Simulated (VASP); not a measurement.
# A VASP study of CaC4O4 (PBEsol): structure first, properties next, part 6 of 7

Aim: relax CaC4O4 with PBEsol, compute its properties on that cell and hold them against experiment. The start is a computed cell from the Materials Project.

VASP 6.6.1; PBEsol; plane waves and PAW (Ca_sv, C, O).

So far, gap on the k-mesh (eV): 3.70 in steps 2, 6 and 7. The relaxed cell has a = 6.895, c = 10.227 Å (conventional setting).

### Step 8. Dielectric tensor and Born charges (PBEsol)

The response to a static field gives the electronic dielectric tensor and the Born charges. It needs tightly converged orbitals, hence the small EDIFF.

Contents of INCAR:

```
SYSTEM = CaC4O4
PREC = Accurate
ENCUT = 520
EDIFF = 1E-08
NELM = 100
ISMEAR = 0
SIGMA = 0.01
LREAL = .FALSE.
ALGO = Normal
GGA = PS
NBANDS = 68
LORBIT = 11
LWAVE = .FALSE.
LCHARG = .FALSE.
KPAR = 8
LEPSILON = .TRUE.
```

Contents of POSCAR:

```
CaC4O4
1.0
   -3.4476774239      3.4476774239      5.1134574437
    3.4476774239     -3.4476774239      5.1134574437
    3.4476774239      3.4476774239     -5.1134574437
Ca C O
2 8 8
Direct
    0.5000000000      0.5000000000      0.0000000000
    0.2500000000      0.7500000000      0.5000000000
    0.0595229275      0.0595229275      0.0000000000
    0.8095229275      0.3095229275      0.5000000000
    0.6904770725      0.1904770725      0.5000000000
    0.9404770725      0.9404770725      0.0000000000
    0.1999713988      0.1999713988      0.0000000000
    0.9499713988      0.4499713988      0.5000000000
    0.5500286012      0.0500286012      0.5000000000
    0.8000286012      0.8000286012      0.0000000000
    0.2593610611      0.4204372092      0.1610761481
    0.1704372092      0.5093610611      0.6610761481
    0.8482849130      0.5093610611      0.3389238519
    0.2593610611      0.0982849130      0.8389238519
    0.4906389389      0.8295627908      0.3389238519
    0.5795627908      0.7406389389      0.8389238519
    0.9017150870      0.7406389389      0.1610761481
    0.4906389389      0.1517150870      0.6610761481
```

Contents of KPOINTS:

```
Automatic mesh
0
Gamma
7 7 7
0 0 0
```

The projector-augmented-wave data sets are Ca_sv, C and O (PBE family, release 64).

On the command line:

```sh
$ mpirun -np 8 vasp_std
```

The program printed:

```text
[... set-up lines as in an earlier step ...]
 entering main loop
       N       E                     dE             d eps       ncg     rms          rms(c)
DAV:   1     0.783611644306E+03    0.78361E+03   -0.50831E+04  5440   0.138E+03
DAV:   2    -0.838945221663E+02   -0.86751E+03   -0.83756E+03  6816   0.360E+02
DAV:   3    -0.153275966161E+03   -0.69381E+02   -0.68872E+02  7056   0.105E+02
DAV:   4    -0.155458761652E+03   -0.21828E+01   -0.21771E+01  8888   0.162E+01
DAV:   5    -0.155586576396E+03   -0.12781E+00   -0.12779E+00  8464   0.258E+00    0.227E+01
DAV:   6    -0.144703148345E+03    0.10883E+02   -0.34995E+01  6360   0.228E+01    0.101E+01
DAV:   7    -0.143839959340E+03    0.86319E+00   -0.31740E+00  7208   0.719E+00    0.552E+00
DAV:   8    -0.143622799964E+03    0.21716E+00   -0.13068E+00  6600   0.404E+00    0.137E+00
DAV:   9    -0.143613334694E+03    0.94653E-02   -0.16422E-01  7520   0.194E+00    0.623E-01
DAV:  10    -0.143616885889E+03   -0.35512E-02   -0.36570E-02  6928   0.833E-01    0.188E-01
DAV:  11    -0.143618104229E+03   -0.12183E-02   -0.39396E-03  7368   0.250E-01    0.922E-02
DAV:  12    -0.143618824633E+03   -0.72040E-03   -0.71798E-04  6560   0.103E-01    0.293E-02
DAV:  13    -0.143618939768E+03   -0.11513E-03   -0.17869E-04  7408   0.487E-02    0.121E-02
DAV:  14    -0.143618953038E+03   -0.13270E-04   -0.29511E-05  7024   0.194E-02    0.414E-03
DAV:  15    -0.143618954010E+03   -0.97194E-06   -0.29372E-06  8704   0.625E-03    0.154E-03
DAV:  16    -0.143618954046E+03   -0.35860E-07   -0.34660E-07  6832   0.230E-03    0.835E-04
DAV:  17    -0.143618953982E+03    0.64681E-07   -0.43664E-08  6200   0.896E-04    0.213E-04
DAV:  18    -0.143618953962E+03    0.19299E-07   -0.51235E-09  4800   0.339E-04    0.805E-05
DAV:  19    -0.143618953961E+03    0.82673E-09   -0.19042E-09  4160   0.171E-04
   1 F= -.14361895E+03 E0= -.14361895E+03  d E =-.357721-105
 Linear response reoptimize wavefunctions to high precision
DAV:   1    -0.143618953963E+03   -0.17571E-08   -0.65837E-10  4128   0.107E-04
DAV:   2    -0.143618953963E+03    0.60027E-10   -0.27079E-10  4000   0.549E-05
 Linear response G [H, r] |phi>, progress :
  Direction:   1
       N       E                     dE             d eps       ncg     rms
RMM:   1    -0.366614021337E+03   -0.36661E+03    0.13097E+03 12157   0.135E+02
RMM:   2    -0.352234207659E+03    0.14380E+02   -0.10693E+02  9468   0.329E+01
RMM:   3    -0.354150621506E+03   -0.19164E+01   -0.13615E+01 12004   0.841E+00
RMM:   4    -0.354605638796E+03   -0.45502E+00   -0.20464E+00 13138   0.271E+00
RMM:   5    -0.354704953359E+03   -0.99315E-01   -0.36722E-01 13516   0.109E+00
RMM:   6    -0.354720694677E+03   -0.15741E-01   -0.91432E-02 13678   0.489E-01
RMM:   7    -0.354723981691E+03   -0.32870E-02   -0.24852E-02 13994   0.237E-01
RMM:   8    -0.354725009842E+03   -0.10282E-02   -0.13154E-02 14377   0.126E-01
RMM:   9    -0.354725060931E+03   -0.51089E-04    0.55927E-03 14402   0.728E-02
RMM:  10    -0.354725098111E+03   -0.37180E-04   -0.67304E-03 14175   0.473E-02
RMM:  11    -0.354725206277E+03   -0.10817E-03    0.61057E-04 14022   0.351E-02
RMM:  12    -0.354725329200E+03   -0.12292E-03   -0.29991E-03 13932   0.293E-02
RMM:  13    -0.354725427581E+03   -0.98381E-04   -0.18722E-03 13857   0.266E-02
RMM:  14    -0.354725419957E+03    0.76245E-05   -0.37413E-03 13828   0.254E-02
RMM:  15    -0.354725341378E+03    0.78578E-04   -0.38515E-03 13804   0.248E-02
RMM:  16    -0.354725310574E+03    0.30804E-04   -0.33709E-03 13769   0.245E-02
 Linear response G [H, r] |phi>, progress :
  Direction:   2
       N       E                     dE             d eps       ncg     rms
RMM:   1    -0.367379819124E+03   -0.36738E+03    0.13104E+03 12169   0.135E+02
RMM:   2    -0.352276674096E+03    0.15103E+02   -0.10611E+02  9392   0.325E+01
RMM:   3    -0.354279931347E+03   -0.20033E+01   -0.13811E+01 11829   0.834E+00
RMM:   4    -0.354712694499E+03   -0.43276E+00   -0.19186E+00 12928   0.262E+00
RMM:   5    -0.354812412709E+03   -0.99718E-01   -0.34471E-01 13357   0.105E+00
RMM:   6    -0.354828354918E+03   -0.15942E-01   -0.76274E-02 13548   0.465E-01
RMM:   7    -0.354832224111E+03   -0.38692E-02   -0.20447E-02 13795   0.225E-01
RMM:   8    -0.354832998374E+03   -0.77426E-03   -0.30943E-03 14243   0.120E-01
RMM:   9    -0.354833249203E+03   -0.25083E-03    0.42002E-03 14253   0.702E-02
RMM:  10    -0.354833144376E+03    0.10483E-03    0.49204E-03 14052   0.466E-02
RMM:  11    -0.354833131850E+03    0.12526E-04    0.78110E-03 13931   0.354E-02
RMM:  12    -0.354833175150E+03   -0.43300E-04    0.32796E-03 13815   0.301E-02
RMM:  13    -0.354833246419E+03   -0.71269E-04    0.48644E-03 13789   0.276E-02
RMM:  14    -0.354833246778E+03   -0.35880E-06    0.47298E-03 13749   0.264E-02
RMM:  15    -0.354833286000E+03   -0.39222E-04    0.34591E-03 13731   0.259E-02
RMM:  16    -0.354833258070E+03    0.27931E-04    0.48597E-03 13726   0.256E-02
 Linear response G [H, r] |phi>, progress :
  Direction:   3
       N       E                     dE             d eps       ncg     rms
RMM:   1    -0.372919815509E+03   -0.37292E+03    0.12913E+03 12833   0.132E+02
RMM:   2    -0.353709363794E+03    0.19210E+02   -0.10565E+02  9342   0.320E+01
RMM:   3    -0.355398658880E+03   -0.16893E+01   -0.10775E+01 11706   0.755E+00
RMM:   4    -0.355731124374E+03   -0.33247E+00   -0.19232E+00 12955   0.235E+00
RMM:   5    -0.355811216432E+03   -0.80092E-01   -0.34092E-01 13264   0.925E-01
RMM:   6    -0.355824945292E+03   -0.13729E-01   -0.91590E-02 13468   0.430E-01
RMM:   7    -0.355828739261E+03   -0.37940E-02   -0.21769E-02 13722   0.210E-01
RMM:   8    -0.355829610404E+03   -0.87114E-03   -0.50405E-03 14046   0.113E-01
RMM:   9    -0.355829808865E+03   -0.19846E-03   -0.29544E-03 14201   0.644E-02
RMM:  10    -0.355829869491E+03   -0.60627E-04   -0.93492E-05 13933   0.417E-02
RMM:  11    -0.355829899185E+03   -0.29694E-04   -0.88294E-05 13854   0.299E-02
RMM:  12    -0.355829902485E+03   -0.32995E-05    0.85528E-04 13661   0.243E-02
RMM:  13    -0.355829903209E+03   -0.72437E-06   -0.13296E-04 13543   0.216E-02
RMM:  14    -0.355829904454E+03   -0.12451E-05    0.92451E-05 13404   0.203E-02
RMM:  15    -0.355829899015E+03    0.54388E-05   -0.24683E-04 13369   0.197E-02
RMM:  16    -0.355829901058E+03   -0.20426E-05   -0.14126E-04 13422   0.194E-02
RMM:  17    -0.355829900929E+03    0.12924E-06   -0.12011E-04 13478   0.193E-02
 Linear response to external field (no local field effect), progress :
  Direction:   1
       N       E                     dE             d eps       ncg     rms          rms(c)
RMM:   1    -0.122356383468E+01   -0.12236E+01   -0.39825E+00 12713   0.411E+00
[...]
RMM:  11    -0.129537639131E+01   -0.54679E-07   -0.24986E-06 13351   0.187E-03
RMM:  12    -0.129537642079E+01   -0.29477E-07   -0.22444E-06 13164   0.166E-03
RMM:  13    -0.129537642869E+01   -0.78995E-08   -0.23180E-06 12925   0.157E-03
RMM:  14    -0.129537643422E+01   -0.55330E-08   -0.16162E-06 12709   0.152E-03
RMM:  15    -0.129537643587E+01   -0.16450E-08   -0.20619E-06 12639   0.150E-03
RMM:  16    -0.129537643671E+01   -0.84579E-09   -0.19003E-06 12589   0.149E-03
 change of polarisation eV/A/(eV/A) component  2 :    -0.007     2.591    -0.040
 dielectric tensor                  component  2 :    -0.005     2.928    -0.030
 Linear response to external field (no local field effect), progress :
  Direction:   3
       N       E                     dE             d eps       ncg     rms          rms(c)
RMM:   1    -0.250780890633E+01   -0.25078E+01   -0.13310E+01 12135   0.484E+00
RMM:   2    -0.267533264006E+01   -0.16752E+00   -0.15600E-01  9432   0.116E+00
RMM:   3    -0.268196654541E+01   -0.66339E-02   -0.39931E-02 12092   0.345E-01
RMM:   4    -0.268350149973E+01   -0.15350E-02   -0.55739E-03 12827   0.113E-01
RMM:   5    -0.268378880376E+01   -0.28730E-03   -0.13271E-03 13267   0.490E-02
RMM:   6    -0.268385227799E+01   -0.63474E-04   -0.29137E-04 13403   0.224E-02
RMM:   7    -0.268386603068E+01   -0.13753E-04   -0.90350E-05 13610   0.115E-02
RMM:   8    -0.268386996867E+01   -0.39380E-05   -0.23649E-05 13749   0.623E-03
RMM:   9    -0.268387099467E+01   -0.10260E-05   -0.12475E-05 13732   0.367E-03
RMM:  10    -0.268387132960E+01   -0.33492E-06   -0.46162E-06 13520   0.230E-03
RMM:  11    -0.268387143045E+01   -0.10086E-06   -0.27672E-06 13282   0.164E-03
RMM:  12    -0.268387146470E+01   -0.34251E-07   -0.18756E-06 13014   0.130E-03
RMM:  13    -0.268387147562E+01   -0.10914E-07   -0.13768E-06 12722   0.114E-03
RMM:  14    -0.268387148266E+01   -0.70405E-08   -0.13449E-06 12505   0.106E-03
RMM:  15    -0.268387148413E+01   -0.14683E-08   -0.10928E-06 12420   0.103E-03
RMM:  16    -0.268387148457E+01   -0.43967E-09   -0.12438E-06 12402   0.101E-03
RMM:  17    -0.268387148442E+01    0.14868E-09   -0.94627E-07 12474   0.101E-03
 change of polarisation eV/A/(eV/A) component  3 :    -0.010    -0.040     5.368
 dielectric tensor                  component  3 :    -0.007    -0.030     4.995
 Linear response to external field, progress :
  Direction:   1
       N       E                     dE             d eps       ncg     rms          rms(c)
RMM:   1    -0.122600799385E+01   -0.12260E+01   -0.39975E+00 20049   0.411E+00
RMM:   2    -0.128609214613E+01   -0.60084E-01   -0.93500E-02 15861   0.932E-01    0.300E+00
RMM:   3    -0.107687311919E+01    0.20922E+00   -0.11135E+00 15592   0.291E+00    0.158E+00
RMM:   4    -0.104921236749E+01    0.27661E-01   -0.10908E-01 16700   0.108E+00    0.640E-01
RMM:   5    -0.108490536885E+01   -0.35693E-01   -0.61088E-02 16630   0.848E-01    0.228E-01
RMM:   6    -0.109411962368E+01   -0.92143E-02   -0.14576E-02 18271   0.305E-01    0.134E-01
RMM:   7    -0.110047338792E+01   -0.63538E-02   -0.39638E-03 18718   0.160E-01    0.262E-02
RMM:   8    -0.110240095031E+01   -0.19276E-02   -0.13931E-03 19877   0.642E-02    0.163E-02
RMM:   9    -0.110290907748E+01   -0.50813E-03   -0.29502E-04 20226   0.306E-02    0.657E-03
RMM:  10    -0.110294169934E+01   -0.32622E-04   -0.91858E-05 21254   0.145E-02    0.228E-03
RMM:  11    -0.110296953933E+01   -0.27840E-04   -0.74228E-05 21777   0.730E-03    0.977E-04
RMM:  12    -0.110295826740E+01    0.11272E-04   -0.36971E-05 22198   0.382E-03    0.314E-04
RMM:  13    -0.110294360773E+01    0.14660E-04   -0.46951E-05 22210   0.245E-03    0.472E-04
RMM:  14    -0.110294234342E+01    0.12643E-05   -0.29869E-05 22119   0.182E-03    0.340E-04
RMM:  15    -0.110294799294E+01   -0.56495E-05   -0.44496E-05 21682   0.161E-03    0.565E-05
RMM:  16    -0.110294719878E+01    0.79416E-06   -0.33556E-05 21874   0.148E-03    0.760E-05
RMM:  17    -0.110294795872E+01   -0.75994E-06   -0.35072E-05 21597   0.143E-03    0.296E-05
RMM:  18    -0.110294822187E+01   -0.26315E-06   -0.33870E-05 21385   0.141E-03    0.620E-06
 change of polarisation eV/A/(eV/A) component  1 :     2.026    -0.003    -0.025
 dielectric tensor                  component  1 :     2.508    -0.002    -0.018
 Linear response to external field, progress :
  Direction:   2
       N       E                     dE             d eps       ncg     rms          rms(c)
RMM:   1    -0.122600807748E+01   -0.12260E+01   -0.39975E+00 20049   0.411E+00
RMM:   2    -0.128609144953E+01   -0.60083E-01   -0.93501E-02 15858   0.932E-01    0.300E+00
RMM:   3    -0.107685973354E+01    0.20923E+00   -0.11129E+00 15587   0.291E+00    0.158E+00
RMM:   4    -0.104918087253E+01    0.27679E-01   -0.10876E-01 16700   0.108E+00    0.640E-01
RMM:   5    -0.108489107875E+01   -0.35710E-01   -0.60971E-02 16639   0.848E-01    0.228E-01
RMM:   6    -0.109410953801E+01   -0.92185E-02   -0.14411E-02 18275   0.305E-01    0.134E-01
RMM:   7    -0.110046281711E+01   -0.63533E-02   -0.38282E-03 18715   0.160E-01    0.262E-02
RMM:   8    -0.110239722302E+01   -0.19344E-02   -0.13430E-03 19870   0.641E-02    0.163E-02
RMM:   9    -0.110290621788E+01   -0.50899E-03   -0.32944E-04 20230   0.306E-02    0.654E-03
RMM:  10    -0.110293707699E+01   -0.30859E-04   -0.42347E-05 21277   0.145E-02    0.228E-03
RMM:  11    -0.110296534782E+01   -0.28271E-04   -0.24598E-05 21791   0.724E-03    0.973E-04
RMM:  12    -0.110295518122E+01    0.10167E-04   -0.77202E-06 22228   0.377E-03    0.313E-04
RMM:  13    -0.110294014433E+01    0.15037E-04   -0.23740E-05 22207   0.240E-03    0.478E-04
RMM:  14    -0.110294072960E+01   -0.58526E-06   -0.25197E-05 22169   0.177E-03    0.354E-04
RMM:  15    -0.110294496308E+01   -0.42335E-05   -0.16223E-05 21696   0.156E-03    0.623E-05
RMM:  16    -0.110294478127E+01    0.18180E-06   -0.14938E-05 21895   0.143E-03    0.827E-05
RMM:  17    -0.110294568443E+01   -0.90315E-06   -0.12754E-05 21615   0.138E-03    0.283E-05
RMM:  18    -0.110294615037E+01   -0.46595E-06   -0.15786E-05 21375   0.136E-03    0.676E-06
 change of polarisation eV/A/(eV/A) component  2 :    -0.003     2.026    -0.021
 dielectric tensor                  component  2 :    -0.002     2.508    -0.015
 Linear response to external field, progress :
  Direction:   3
       N       E                     dE             d eps       ncg     rms          rms(c)
RMM:   1    -0.250780890633E+01   -0.25078E+01   -0.13310E+01 12135   0.484E+00
RMM:   2    -0.267533619295E+01   -0.16753E+00   -0.15603E-01  9430   0.116E+00    0.464E+00
RMM:   3    -0.210889227608E+01    0.56644E+00   -0.20488E+00  9888   0.390E+00    0.199E+00
RMM:   4    -0.205217965091E+01    0.56713E-01   -0.17499E-01 10372   0.115E+00    0.883E-01
RMM:   5    -0.209135219454E+01   -0.39173E-01   -0.73014E-02 10430   0.918E-01    0.225E-01
RMM:   6    -0.210686365887E+01   -0.15511E-01   -0.15394E-02 11567   0.273E-01    0.137E-01
RMM:   7    -0.211429946381E+01   -0.74358E-02   -0.44131E-03 11237   0.184E-01    0.774E-02
RMM:   8    -0.211569462951E+01   -0.13952E-02   -0.11395E-03 11827   0.716E-02    0.291E-02
RMM:   9    -0.211700404661E+01   -0.13094E-02   -0.95089E-05 12208   0.420E-02    0.659E-03
RMM:  10    -0.211710389334E+01   -0.99847E-04    0.16277E-04 12709   0.156E-02    0.323E-03
RMM:  11    -0.211709908121E+01    0.48121E-05   -0.16983E-04 12902   0.753E-03    0.156E-03
RMM:  12    -0.211710818112E+01   -0.90999E-05   -0.20833E-04 13288   0.399E-03    0.677E-04
RMM:  13    -0.211709542740E+01    0.12754E-04   -0.13408E-04 13283   0.239E-03    0.287E-04
RMM:  14    -0.211709902572E+01   -0.35983E-05   -0.15569E-04 13576   0.169E-03    0.128E-04
RMM:  15    -0.211709800224E+01    0.10235E-05   -0.14529E-04 13495   0.139E-03    0.937E-05
RMM:  16    -0.211709913487E+01   -0.11326E-05   -0.15416E-04 13364   0.128E-03    0.183E-05
RMM:  17    -0.211709866337E+01    0.47150E-06   -0.13655E-04 13366   0.123E-03    0.840E-06
 change of polarisation eV/A/(eV/A) component  3 :    -0.008    -0.034     3.967
 dielectric tensor                  component  3 :    -0.006    -0.026     3.953
 Born effective charges drift removed
```

The job ended after 37 min (8 MPI ranks of Intel Xeon Platinum 8559C (Emerald Rapids), shared host; peak memory 18 GiB; 4.9 h of CPU time).

[end of part 6 of 7]

[Lines on the potential files, build, host, timing and source positions are cut from VASP's logs without a mark.]

[Logs are printed without paths, hosts, clocks, repeated set-up lines and the standing remarks that a program may print on its own settings, such as how far it seeks lower states.]

[Hosts, paths, dates, database ids (printed as entryN), source tags and the programs' standing remarks are cut or masked in the printed files.]

[A measured line is paired with the nearest computed mode of its activity, which favours agreement.]

[In band tables of VASP the shares of atoms and orbitals are scaled to a sum of 1 inside the atoms' spheres.]
